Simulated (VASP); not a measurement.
A VASP calculation is set up with these files.

POSCAR:
```
GeSn
1
    4.3124070998     0.0000000000     0.0000000000
   -2.1562035499     3.7346536087    -0.0000000000
    0.0000000000     0.0000000000     7.0668286193
Ge Sn
2 2
Direct
  0.3333330000   0.6666670000   0.9997170860
  0.6666670000   0.3333330000   0.4997170860
  0.3333330000   0.6666670000   0.3752829140
  0.6666670000   0.3333330000   0.8752829140
```

**INCAR**
```
# general
SYSTEM   =  GeSn
PREC     =  Accurate
ENCUT    =  400
LREAL    =  .False.
LASPH    =  .True.

# electronic loop
EDIFF    =  1E-7
NELM     =  100
ALGO     =  Normal
LMAXMIX  =  4

# smearing
ISMEAR   =  -5

# functional
GGA      =  PS

# ions
ISIF     =  2

# output
LWAVE    =  .False.
LCHARG   =  .True.
LORBIT   =  11
NEDOS    =  601

# other
LEFG     =  .True.
```

**KPOINTS**
```
kpoints
0
Gamma
  9 9 5
```

POTCAR, in this order: Ge_d Sn_d (PBE.64 set). Program: vasp_std.

**Question.** Translate this PBEsol calculation to Quantum ESPRESSO's pw.x.

**Answer.** One equivalent input (not run):
```
&CONTROL
  calculation = 'scf'
  pseudo_dir = './pseudo'
  outdir = './out'
  tprnfor = .true.
  tstress = .true.
/
&SYSTEM
  ibrav = 0
  nat = 4
  ntyp = 2
  ecutwfc = 78
  occupations = 'tetrahedra'
  input_dft = 'pbesol'
/
&ELECTRONS
  conv_thr = 7.3e-09
  electron_maxstep = 100
/
ATOMIC_SPECIES
  Ge 72.630 Ge.upf
  Sn 118.710 Sn.upf
CELL_PARAMETERS angstrom
     4.3124071    0.0000000    0.0000000
    -2.1562035    3.7346536   -0.0000000
     0.0000000    0.0000000    7.0668286
ATOMIC_POSITIONS crystal
  Ge   0.3333330  0.6666670  0.9997171
  Ge   0.6666670  0.3333330  0.4997171
  Sn   0.3333330  0.6666670  0.3752829
  Sn   0.6666670  0.3333330  0.8752829
K_POINTS automatic
  9 9 5 0 0 0
```
What does not carry over: the potentials are each code's own (VASP's PAW set, PseudoDojo norm-conserving files in pw.x), so ENCUT and ecutwfc are chosen apart and not converted; conv_thr bounds pw.x's estimated SCF error, while EDIFF bounds the energy change between steps; the field gradients of LEFG aren't asked of the other code.

The structure was generated: GeSn was put into the wurtzite type (P6_3mc), which need not be its known phase. It was relaxed first, which changed the volume by +6 %.
